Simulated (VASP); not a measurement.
Data:

```
CELL_PARAMETERS angstrom
      0.00000     2.28329     2.28329
      2.28329     0.00000     2.28329
      2.28329     2.28329     0.00000
ATOMIC_POSITIONS crystal
  Zr 0.00000 0.00000 0.00000
  N  0.50000 0.50000 0.50000
```

Computed with PBE GGA, VASP's PBE PAW potentials (set 64) (plane waves; VASP). Run with 620 eV cut-off, 14×14×14 Γ-centred mesh, first-order Methfessel-Paxton smearing of 0.10 eV, potentials Zr_sv N.

### Question
Estimate the energy per atom (σ→0), pressure, band gap (on the k-mesh) with the smallest direct gap where there is one.

### Answer

| Item | Value |
|---|---|
| band gap (on the k-mesh) | none (metal, semimetal or under 0.01 eV) |
| energy per atom (σ→0) | -10.181 eV/atom |
| pressure | 4.96 GPa |

Only differences to runs with the same potentials and settings are physical.

The compound is ZrN in the rock salt structure. It was relaxed first under an external pressure of 5 GPa. The electron count is odd and the run is not spin-polarised, which forces a metal.
